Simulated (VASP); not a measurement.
# GW-BSE spectrum of BN (Qingsongite)

Wanted: the lowest vertical excitons of BN (Qingsongite) and its absorption. The cell is of the zinc-blende type, one of the forms listed for this formula. The start is a cell from a database of measured crystal structures.

Program: VASP 6.6.1. Level of theory: PBE; plane waves and PAW (N_GW, B_GW), in the first sound run; inputs show where later runs differ. Results are calculated unless marked as measured.

## 1. Starting point

It takes space group F-43m (No. 216, cubic). The conventional cell has a = 3.615 Å, b = 3.615 Å, c = 3.615 Å, α = 90.00°, β = 90.00°, γ = 90.00°. N has 4 B at 1.57 Å nearest. Nearest to B lie 4 N at 1.57 Å. Farther neighbours and most contacts between anions are not listed.

## 2. Ground state

The orbitals come from a self-consistent PBE run with a tight EDIFF and a narrow smearing. KPOINTS_OPT adds the bands along a path, which shows whether the mesh holds the band edges.

File INCAR:

```
SYSTEM = BN
PREC = Accurate
ENCUT = 450
EDIFF = 1E-08
NELM = 100
ISMEAR = 0
SIGMA = 0.01
LREAL = .FALSE.
ALGO = Normal
GGA = PE
NBANDS = 10
LORBIT = 11
LWAVE = .TRUE.
LCHARG = .FALSE.
KPAR = 8
```

File POSCAR:

```
BN
1.0
    0.0000000000      1.8075000000      1.8075000000
    1.8075000000      0.0000000000      1.8075000000
    1.8075000000      1.8075000000      0.0000000000
N B
1 1
Direct
    0.7500000000      0.7500000000      0.7500000000
    0.0000000000      0.0000000000      0.0000000000
```

File KPOINTS:

```
Automatic mesh
0
Gamma
6 6 6
0 0 0
```

File KPOINTS_OPT:

```
Line mode
12
Line-mode
Reciprocal
  0.00000000   0.00000000   0.00000000 GAMMA
  0.50000000   0.00000000   0.50000000 X

  0.50000000   0.00000000   0.50000000 X
  0.50000000   0.25000000   0.75000000 W

  0.50000000   0.25000000   0.75000000 W
  0.37500000   0.37500000   0.75000000 K

  0.37500000   0.37500000   0.75000000 K
  0.00000000   0.00000000   0.00000000 GAMMA

  0.00000000   0.00000000   0.00000000 GAMMA
  0.50000000   0.50000000   0.50000000 L

  0.50000000   0.50000000   0.50000000 L
  0.62500000   0.25000000   0.62500000 U

  0.62500000   0.25000000   0.62500000 U
  0.50000000   0.25000000   0.75000000 W

  0.50000000   0.25000000   0.75000000 W
  0.50000000   0.50000000   0.50000000 L

  0.50000000   0.50000000   0.50000000 L
  0.37500000   0.37500000   0.75000000 K

  0.62500000   0.25000000   0.62500000 U
  0.50000000   0.00000000   0.50000000 X
```

PAW data sets: N_GW and B_GW (PBE family, release 64).

On the command line:

```sh
$ mpirun -np 8 vasp_std
```

Output:

```text
[banner, memory and clock lines left out]
running    8 mpi-ranks, on    1 nodes
 distrk:  each k-point on    1 cores,    8 groups
 distr:  one band on    1 cores,    1 groups

 POSCAR found type information on POSCAR N B
 POSCAR found :  2 types and       2 ions
|                                                                             |
|           W    W    AA    RRRRR   N    N  II  N    N   GGGG   !!!           |
|           W    W   A  A   R    R  NN   N  II  NN   N  G    G  !!!           |
|           W    W  A    A  R    R  N N  N  II  N N  N  G       !!!           |
|           W WW W  AAAAAA  RRRRR   N  N N  II  N  N N  G  GGG   !            |
|           WW  WW  A    A  R   R   N   NN  II  N   NN  G    G                |
|           W    W  A    A  R    R  N    N  II  N    N   GGGG   !!!           |
|                                                                             |
|     For optimal performance we recommend to set                             |
|       NCORE = 2 up to number-of-cores-per-socket                            |
|     NCORE specifies how many cores store one orbital (NPAR=cpu/NCORE).      |
|     This setting can greatly improve the performance of VASP for DFT.       |
|     The default, NCORE=1 might be grossly inefficient on modern             |
|     multi-core architectures or massively parallel machines. Do your        |
|     Unfortunately you need to use the default for GW and RPA                |
|     calculations (for HF NCORE is supported but not extensively tested      |
|     yet).                                                                   |
|                                                                             |

 LDA part: xc-table for (Slater+PW92), standard interpolation
 POSCAR, INCAR and KPOINTS ok, starting setup
 FFT: planning ... GRIDC
 FFT: planning ... GRID_SOFT
 FFT: planning ... GRID
 WAVECAR not read
 entering main loop
       N       E                     dE             d eps       ncg     rms          rms(c)
DAV:   1     0.250081000667E+02    0.25008E+02   -0.50098E+03   320   0.795E+02
DAV:   2    -0.174886346214E+02   -0.42497E+02   -0.40792E+02   366   0.241E+02
DAV:   3    -0.183785720463E+02   -0.88994E+00   -0.88866E+00   398   0.302E+01
DAV:   4    -0.183816920660E+02   -0.31200E-02   -0.31196E-02   370   0.182E+00
DAV:   5    -0.183817132351E+02   -0.21169E-04   -0.21169E-04   396   0.149E-01    0.605E+00
DAV:   6    -0.175349198663E+02    0.84679E+00   -0.28633E+00   434   0.142E+01    0.229E+00
DAV:   7    -0.174572336591E+02    0.77686E-01   -0.87000E-02   450   0.308E+00    0.118E+00
DAV:   8    -0.174430792990E+02    0.14154E-01   -0.38444E-02   460   0.197E+00    0.142E-01
DAV:   9    -0.174434977751E+02   -0.41848E-03   -0.10571E-03   352   0.312E-01    0.384E-02
DAV:  10    -0.174434987764E+02   -0.10012E-05   -0.90310E-05   384   0.103E-01    0.934E-03
DAV:  11    -0.174435031982E+02   -0.44218E-05   -0.69851E-06   372   0.258E-02    0.368E-03
DAV:  12    -0.174435030509E+02    0.14723E-06   -0.83639E-07   426   0.948E-03    0.451E-04
DAV:  13    -0.174435031030E+02   -0.52093E-07   -0.25602E-08   354   0.153E-03    0.721E-05
DAV:  14    -0.174435031159E+02   -0.12902E-07   -0.83317E-10   224   0.303E-04    0.288E-05
DAV:  15    -0.174435031148E+02    0.10959E-08   -0.71224E-11   194   0.134E-04
   1 F= -.17443503E+02 E0= -.17443503E+02  d E =-.177632E-64
 Start KPOINTS_OPT (optional k-point list driver)
k-point batch [1-16\120]
       N       E                     dE             ncg
DAV:   1     0.787046535747E+03   -0.41953E+04      320
DAV:   2     0.403642791721E+02   -0.74668E+03      382
DAV:   3     0.268485077724E+02   -0.13516E+02      426
DAV:   4     0.268067007416E+02   -0.41807E-01      376
DAV:   5     0.268064511176E+02   -0.24962E-03      386
DAV:   6     0.268064489262E+02   -0.21915E-05      386
DAV:   7     0.268064488998E+02   -0.26320E-07      394
DAV:   8     0.268064488993E+02   -0.53877E-09      372
[...]
k-point batch [113-120\120]
       N       E                     dE             ncg
DAV:   1     0.364638178481E+04   -0.31377E+04      160
DAV:   2     0.331906883463E+04   -0.32731E+03      192
DAV:   3     0.331178871208E+04   -0.72801E+01      222
DAV:   4     0.331177366580E+04   -0.15046E-01      184
DAV:   5     0.331177356553E+04   -0.10028E-03      206
DAV:   6     0.331177356504E+04   -0.49021E-06      206
DAV:   7     0.331177356504E+04   -0.39472E-09      210
 writing wavefunctions
```

The job ended after 4.2 s (8 MPI ranks of AMD EPYC 7R43, shared host; peak memory 0.66 GiB; 26 s of CPU time).

The logs omit lines about the potential files and the build; timing stands in the text.

From OUTCAR (step 2):

```text
ion  position               nearest neighbor table
   1  0.750  0.750  0.750-   2 1.57   2 1.57   2 1.57   2 1.57
   2  0.000  0.000  0.000-   1 1.57   1 1.57   1 1.57   1 1.57

  LATTYP: Found a face centered cubic cell.
 ALAT       =     3.6150000000

 Subroutine GETGRP returns: Found 24 space group operations
 (whereof 24 operations were pure point group operations)

The static configuration has the point symmetry T_d .

 Found     16 irreducible k-points:

   k-points           NKPTS =     16   k-points in BZ     NKDIM =     16   number of bands    NBANDS=     10

   dimension x,y,z NGX =    18 NGY =   18 NGZ =   18
   dimension x,y,z NGXF=    36 NGYF=   36 NGZF=   36

   ENCUT  =  450.0 eV  33.07 Ry    5.75 a.u.   4.42  4.42  4.42*2*pi/ulx,y,z

   NELECT =       8.0000    total number of electrons

 k-points in reciprocal lattice and weights: Automatic mesh
   0.00000000  0.00000000  0.00000000       0.005
   0.16666667  0.00000000  0.00000000       0.037
   0.33333333  0.00000000  0.00000000       0.037
   0.50000000  0.00000000  0.00000000       0.019
   0.16666667  0.16666667  0.00000000       0.028
   0.33333333  0.16666667  0.00000000       0.111
   0.50000000  0.16666667  0.00000000       0.111
  -0.33333333  0.16666667  0.00000000       0.111
  -0.16666667  0.16666667  0.00000000       0.056
[...]
-0.33333333  0.33333333  0.16666667       0.111
  -0.33333333  0.50000000  0.16666667       0.056

 average (electrostatic) potential at core
       1 -59.3431       2 -24.4177

 E-fermi :   7.5841

 k-point     1 :       0.0000    0.0000    0.0000
  band No.  band energies     occupation
      1     -12.7698      2.00000
      2       7.4659      2.00000
      3       7.4659      2.00000
      4       7.4659      2.00000
      5      16.2837      0.00000
      6      16.2837      0.00000
      7      16.2837      0.00000
      8      17.8070      0.00000
      9      32.2098      0.00000
    ...

 k-point     2 :       0.1667    0.0000    0.0000
  band No.  band energies     occupation
      1     -12.1008      2.00000
      2       4.4523      2.00000
      3       6.8429      2.00000
      4       6.8429      2.00000
      5      16.8071      0.00000
      6      17.1956      0.00000
      7      17.1956      0.00000
      8      19.7010      0.00000
      9      31.4659      0.00000
    ...

 k-point     3 :       0.3333    0.0000    0.0000
  band No.  band energies     occupation
      1     -10.2379      2.00000
      2      -0.4052      2.00000
      3       5.9031      2.00000
      4       5.9031      2.00000
      5      17.3685      0.00000
      6      18.1189      0.00000
      7      18.1189      0.00000
      8      22.0030      0.00000
      9      30.6953      0.00000
    ...

  Total       -0.0438754     -0.0438754     -0.0438754      0.0000000      0.0000000     -0.0000000
  in kB       -5.9520578     -5.9520578     -5.9520578      0.0000000      0.0000000     -0.0000000
  external PRESSURE =      -5.9520578 kB  Pullay stress =       0.0000000 kB

  energy-cutoff  :      450.00
  volume of cell :       11.81
      direct lattice vectors                 reciprocal lattice vectors
     0.000000000  1.807500000  1.807500000    -0.276625173  0.276625173  0.276625173
     1.807500000  0.000000000  1.807500000     0.276625173 -0.276625173  0.276625173
     1.807500000  1.807500000  0.000000000     0.276625173  0.276625173 -0.276625173

 POSITION                                       TOTAL-FORCE (eV/Angst)
 -----------------------------------------------------------------------------------
      2.71125      2.71125      2.71125         0.000000     -0.000000     -0.000000
      0.00000      0.00000      0.00000        -0.000000      0.000000      0.000000
 -----------------------------------------------------------------------------------
    total drift:                               -0.000001     -0.000001     -0.000001

  FREE ENERGIE OF THE ION-ELECTRON SYSTEM (eV)
  ---------------------------------------------------
  free  energy   TOTEN  =       -17.4435031148 eV

  energy  without entropy=      -17.4435031148  energy(sigma->0) =      -17.44350311

 total charge
# of ion       s       p       d       tot
------------------------------------------
    1        1.177   2.687   0.000   3.864
    2        0.641   1.258   0.000   1.898
--------------------------------------------------
tot          1.818   3.945   0.000   5.763

[... 3 further parts left out ...]
```

Numbers from this step:

```yaml
free_energy_toten: -17.44 eV
fermi_energy: 7.584 eV
pressure: -0.5952 GPa
least_gap_on_mesh_and_path: 4.458 eV
least_direct_gap_on_mesh_and_path: 8.818 eV
```

The highest empty bands on the path are converged less tightly, to about 0.1 eV. The electronic bands at the labelled points (eV, zero at the valence-band top; v1 is the highest filled band, c1 the lowest empty one):

```
          point      v3     v2     v1     c1     c2     c3     c4
              Γ    0.00   0.00   0.00   8.82   8.82   8.82  10.34
0.55 of the way   -4.54  -3.32  -3.32   6.50  11.21  14.04  14.04
              X   -8.92  -4.91  -4.91   4.46   9.23  17.93  17.93
0.55 of the way   -8.43  -5.88  -5.84   6.85  11.18  15.95  17.30
              W   -7.59  -6.97  -6.51   9.60  13.31  14.51  14.65
0.55 of the way   -7.99  -7.48  -4.94   7.99  13.05  14.73  16.52
              K   -8.13  -7.67  -4.08   6.91  12.87  15.83  16.69
0.55 of the way   -5.14  -3.44  -0.90  10.38  10.58  10.93  13.34
              Γ    0.00   0.00   0.00   8.82   8.82   8.82  10.34
0.55 of the way   -6.15  -1.26  -1.26   9.72  10.46  10.46  13.88
              L  -10.70  -1.94  -1.94  10.14  10.71  10.71  15.26
0.55 of the way   -9.80  -4.82  -2.99   8.66  13.04  13.09  15.56
              U   -8.13  -7.67  -4.08   6.91  12.87  15.83  16.69
0.55 of the way   -7.92  -7.39  -5.25   8.37  13.12  14.47  16.28
              W   -7.59  -6.97  -6.51   9.60  13.31  14.51  14.65
0.55 of the way   -9.87  -4.46  -3.20   9.66  11.04  13.93  15.72
              L  -10.70  -1.94  -1.94  10.14  10.71  10.71  15.26
0.45 of the way  -10.07  -4.09  -2.73   9.10  12.34  12.46  15.63
              K   -8.13  -7.67  -4.08   6.91  12.87  15.83  16.69
      jump to U   -8.13  -7.67  -4.08   6.91  12.87  15.83  16.69
0.45 of the way   -8.67  -6.13  -4.65   5.55  10.36  17.23  17.49
              X   -8.92  -4.91  -4.91   4.46   9.23  17.93  17.93
```

Of the projections kept (N, B), the largest for each band there; the rest of the weight can lie on other orbitals:

| point | v3 | v2 | v1 | c1 | c2 | c3 | c4 |
| --- | --- | --- | --- | --- | --- | --- | --- |
| Γ | N 0.86 | N 0.86 | N 0.86 | B 0.93 | B 0.93 | B 0.93 | N 0.74 |
| X | N 0.54 | N 0.62 | N 0.62 | B 0.56 | B 0.91 | B 0.57 | B 0.57 |
| W | B 0.51 | N 0.66 | N 0.54 | N 0.87 | B 0.74 | B 1.00 | B 0.52 |
| K | N 0.51 | N 0.59 | N 0.64 | B 0.56 | B 0.59 | B 0.61 | B 0.63 |
| Γ | N 0.86 | N 0.86 | N 0.86 | B 0.93 | B 0.93 | B 0.93 | N 0.74 |
| L | N 0.50 | N 0.72 | N 0.72 | B 0.60 | B 0.79 | B 0.79 | N 0.79 |

The electronic bands as a text plot (rows in eV, shown from -8.0 to 10.3 only):

```
   10.0 | +    +   +        +  ++ +  +++++++      +  ++ ++     +
    9.2 |+      +++  ++    +   +++++++      +    + ++     +     +
    8.4 |++            +  +                  +             +
    7.7 |  ++       +                         + +           +
    6.9 |               ++                     +             +
    6.1 |    ++                                               +
    5.4 |      +   +                                           +
    4.6 |       +++                                             +
    3.8 |
    3.1 |
    2.3 |
    1.6 |
    0.8 |
    0.0 |*                     *****
   -0.7 | *                   * ** ***
   -1.5 |  *                 * **     ***
   -2.3 |   *              **  *    *    ***           ****
   -3.0 |    *            *                ***       **    *
   -3.8 |     *          *    *      *      * **      *   * **
   -4.6 |    * ***      *    *                  *   **     *  ***
   -5.3 |     *   **   *    * *              *     *            *
   -6.1 |           * *    * *        *          *  *       *  *
   -6.9 |      *     **   *                   *  ***          *
   -7.6 |       *    *****  *          *       ****          *
         Γ       X    W  K        Γ      L     U  W     L   K|U X
```

The cell has a gap of 4.46 eV on mesh and path.

## 3. Empty bands

ALGO = Exact makes the empty bands from the converged ground state in one step. LOPTICS writes the k-derivatives of the orbitals (WAVEDER), which give the long-wavelength limit of the screening.

File INCAR:

```
SYSTEM = BN
PREC = Accurate
ENCUT = 450
ISMEAR = 0
SIGMA = 0.01
LREAL = .FALSE.
GGA = PE
NBANDS = 32
ALGO = Exact
NELM = 1
LWAVE = .TRUE.
LCHARG = .FALSE.
LOPTICS = .TRUE.
NEDOS = 1000
CSHIFT = 0.1
```

POSCAR is that of step 2.

KPOINTS is that of step 2.

On the command line:

```sh
$ mpirun -np 8 vasp_std
```

Output:

```text
[banner, memory and clock lines left out]
running    8 mpi-ranks, on    1 nodes
 distrk:  each k-point on    8 cores,    1 groups
 distr:  one band on    1 cores,    8 groups

 POSCAR found type information on POSCAR N B
 POSCAR found :  2 types and       2 ions
 [... a notice as in an earlier step ...]

 LDA part: xc-table for (Slater+PW92), standard interpolation
 found WAVECAR, reading the header
  number of bands has changed, file:    10 present:    32
  trying to continue reading WAVECAR, but it might fail
 POSCAR, INCAR and KPOINTS ok, starting setup
 FFT: planning ... GRIDC
 FFT: planning ... GRID_SOFT
 FFT: planning ... GRID
 reading WAVECAR
 random initialization beyond band           10
 the WAVECAR file was read successfully
 initial charge from wavefunction
 entering main loop
       N       E                     dE             d eps       ncg     rms          rms(c)
DIA:   1    -0.174435031143E+02   -0.17444E+02    0.00000E+00     0   0.000E+00
   1 F= -.17443503E+02 E0= -.17443503E+02  d E =-.165676E-18
 writing wavefunctions
 optical routines
 imaginary and real dielectric function
 recalculating local potential from charge density
 direction            1
 direction            2
 direction            3
```

It took 2.6 s on 8 MPI ranks; peak memory 0.6 GiB; 14 s of CPU time.

Parts of OUTCAR (step 3):

```text
The static configuration has the point symmetry T_d .

 Found     16 irreducible k-points:

   k-points           NKPTS =     16   k-points in BZ     NKDIM =     16   number of bands    NBANDS=     32

   NELECT =       8.0000    total number of electrons

 E-fermi :   7.5240

 k-point     2 :       0.1667    0.0000    0.0000
  band No.  band energies     occupation
      1     -12.1008      2.00000
      2       4.4523      2.00000
      3       6.8429      2.00000
      4       6.8429      2.00000
      5      16.8071      0.00000
      6      17.1956      0.00000
      7      17.1956      0.00000
      8      19.7010      0.00000
      9      31.4640      0.00000
    ...

 k-point     4 :       0.5000    0.0000    0.0000
  band No.  band energies     occupation
      1      -8.5537      2.00000
      2      -3.2294      2.00000
      3       5.5213      2.00000
      4       5.5213      2.00000
      5      17.6033      0.00000
      6      18.1727      0.00000
      7      18.1727      0.00000
      8      22.7282      0.00000
      9      30.9290      0.00000
    ...

  Total       -0.0438611     -0.0438611     -0.0438611     -0.0000000      0.0000000     -0.0000000
  in kB       -5.9501069     -5.9501069     -5.9501069     -0.0000000      0.0000000     -0.0000000
  external PRESSURE =      -5.9501069 kB  Pullay stress =       0.0000000 kB

 POSITION                                       TOTAL-FORCE (eV/Angst)
 -----------------------------------------------------------------------------------
      2.71125      2.71125      2.71125         0.000000     -0.000000      0.000000
      0.00000      0.00000      0.00000        -0.000000      0.000000     -0.000000
 -----------------------------------------------------------------------------------
    total drift:                               -0.000001     -0.000001     -0.000001

  FREE ENERGIE OF THE ION-ELECTRON SYSTEM (eV)
  ---------------------------------------------------
  free  energy   TOTEN  =       -17.4435031143 eV

  energy  without entropy=      -17.4435031143  energy(sigma->0) =      -17.44350311

 plasma frequency squared (from intraband transitions) (eV^2)
  --------------------------------------------------------------------------------------
       0.000       0.000       0.000
       0.000       0.000       0.000
       0.000       0.000       0.000

[... 12 parts as in an earlier step ...]
```

The gap is read on the k-mesh alone, so it is an upper bound where the band edges lie off the mesh.

A gap read on the k-mesh alone can miss the band edges.

Numbers from this step:

```
gap on the k-mesh              : 4.458 eV
least direct gap on the k-mesh : 8.818 eV
```

WAVECAR now holds 32 bands for 8 electrons. Its independent-particle dielectric tensor has xx, yy, zz = 4.8, 4.8, 4.8 on this mesh, which isn't tested for convergence in mesh or bands and lacks local fields.

(Part 1 of 3 ends here.)

[Lines on the potential files, build, host, timing and source positions are cut from VASP's logs without a mark.]

[Logs are printed without paths, hosts, clocks, repeated set-up lines and the standing remarks that a program may print on its own settings, such as how far it seeks lower states.]

[Hosts, paths, dates, database ids (printed as entryN), source tags and the programs' standing remarks are cut or masked in the printed files.]

[Pressures printed for these runs are not shown converged in the cutoff: they can be off by several GPa and have the wrong sign.]
